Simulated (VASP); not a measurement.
These are optB86b-vdW, VASP's PBE PAW potentials (set 64) (plane waves; VASP) values and carry that method's errors.

Input for VASP

INCAR:
```
SYSTEM = BP
PREC = Accurate; ENCUT = 520; LREAL = .FALSE.
LASPH = .TRUE.
EDIFF = 1E-7; NELM = 100; ALGO = Normal
ISMEAR = 0; SIGMA = 0.05
GGA = MK; LUSE_VDW = .TRUE.; AGGAC = 0.0
PARAM1 = 0.1234; PARAM2 = 1.0
ISIF = 2
LWAVE = .FALSE.; LCHARG = .FALSE.
```

### KPOINTS
```
Automatic mesh
0
Gamma
10 10 10
0 0 0
```

POSCAR:
```
BP
1
    0.0000000000     2.2249195085     2.2249195085
    2.2249195085     0.0000000000     2.2249195085
    2.2249195085     2.2249195085     0.0000000000
B P
1 1
Direct
  0.0000000000   0.0000000000   0.0000000000
  0.2500000000   0.2500000000   0.2500000000
```

POTCAR, in this order: B P (PBE.64 set). Program: vasp_std.

What VASP printed:

OSZICAR:
```
       N       E                     dE             d eps       ncg     rms          rms(c)
DAV:   1     0.118861827290E+02    0.11886E+02   -0.42374E+03   752   0.915E+02
DAV:   2    -0.115799811050E+02   -0.23466E+02   -0.22871E+02  1184   0.115E+02
DAV:   3    -0.118434871166E+02   -0.26351E+00   -0.26351E+00   976   0.153E+01
DAV:   4    -0.118439756637E+02   -0.48855E-03   -0.48855E-03  1136   0.666E-01
DAV:   5    -0.118439759914E+02   -0.32773E-06   -0.32773E-06  1016   0.144E-02    0.749E+00
DAV:   6    -0.111660448443E+02    0.67793E+00   -0.17309E+00   848   0.738E+00    0.407E+00
DAV:   7    -0.110575706072E+02    0.10847E+00   -0.33725E-01  1136   0.351E+00    0.137E+00
DAV:   8    -0.110500177787E+02    0.75528E-02   -0.32646E-02   864   0.126E+00    0.265E-01
DAV:   9    -0.110502400645E+02   -0.22229E-03   -0.35823E-04  1064   0.191E-01    0.193E-01
DAV:  10    -0.110504025656E+02   -0.16250E-03   -0.26916E-04   840   0.135E-01    0.285E-02
DAV:  11    -0.110504156637E+02   -0.13098E-04   -0.15191E-05  1008   0.371E-02    0.488E-02
DAV:  12    -0.110504159725E+02   -0.30882E-06   -0.42316E-06   840   0.129E-02    0.157E-02
DAV:  13    -0.110504159706E+02    0.19176E-08   -0.11135E-07   688   0.294E-03
   1 F= -.11050416E+02 E0= -.11050416E+02  d E =-.744850E-17
```

File OUTCAR:
```
------------------------ aborting loop because EDIFF is reached ----------------------------------------
  FORCE on cell =-STRESS in cart. coord.  units (eV):
  Direction    XX          YY          ZZ          XY          YZ          ZX
  --------------------------------------------------------------------------------------
  Total        1.5638957      1.5638957      1.5638957      0.0000000      0.0000000     -0.0000000
  in kB      113.7484414    113.7484414    113.7484414      0.0000000      0.0000000     -0.0000000
  external PRESSURE =     113.7484414 kB  Pullay stress =       0.0000000 kB
  volume of cell :       22.03
      direct lattice vectors                 reciprocal lattice vectors
     0.000000000  2.224919509  2.224919509    -0.224727231  0.224727231  0.224727231
     2.224919509  0.000000000  2.224919509     0.224727231 -0.224727231  0.224727231
     2.224919509  2.224919509  0.000000000     0.224727231  0.224727231 -0.224727231
  FREE ENERGIE OF THE ION-ELECTRON SYSTEM (eV)
  ---------------------------------------------------
  free  energy   TOTEN  =       -11.0504159706 eV

  energy  without entropy=      -11.0504159706  energy(sigma->0) =      -11.05041597
```
(Selected blocks of OUTCAR.)

The compound is BP in the zinc blende structure. This cell is one point of a volume scan, at 0.94 of the reference volume.
